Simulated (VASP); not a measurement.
These are r2SCAN meta-GGA, VASP's PBE PAW potentials (set 64) (plane waves; VASP 6.6.1) values and carry that method's errors.

A VASP calculation is set up with these files.

File POSCAR:
```
PtSb
1
    3.3927922364     0.0000000000    -0.0000000000
   -0.0000000000     3.3927922364     0.0000000000
   -0.0000000000    -0.0000000000     3.3927922364
Pt Sb
1 1
Direct
  0.0000000000   0.0000000000   0.0000000000
  0.5000000000   0.5000000000   0.5000000000
```

**KPOINTS**
```
Regular mesh
0
Gamma
  10 10 10
```

### INCAR
```
ALGO=Normal
EDIFF=1E-6
EDIFFG=-0.01
ENCUT=400
IBRION=2
ISIF=3
ISMEAR=1
LASPH=.TRUE.
LCHARG=.FALSE.
LMAXMIX=6
LMIXTAU=.TRUE.
LREAL=.FALSE.
LWAVE=.FALSE.
METAGGA=R2SCAN
NELM=100
NSW=60
PREC=Accurate
SIGMA=0.1
SYSTEM=PtSb
```

POTCAR, in this order: Pt Sb (PBE.64 set). Program: vasp_std.

What will the output report for the number of irreducible k-points (NKPTS), number of bands (NBANDS), largest plane-wave count, number of space-group operations, FFT grid (NGX, NGY, NGZ)?

```
Quantity                                      Result
--------------------------------------  ------------
number of irreducible k-points (NKPTS)            56
number of bands (NBANDS)                          11
largest plane-wave count                         739
number of space-group operations                  48
FFT grid (NGX, NGY, NGZ)                24 × 24 × 24
```

The structure was generated: PtSb was put into the CsCl type type (Pm-3m), which need not be its known phase. This run relaxes it. Symmetry was kept, so distortions that lower it aren't found. The start is the result of an earlier pass. The electron count is odd and the run is not spin-polarised, which forces a metal.
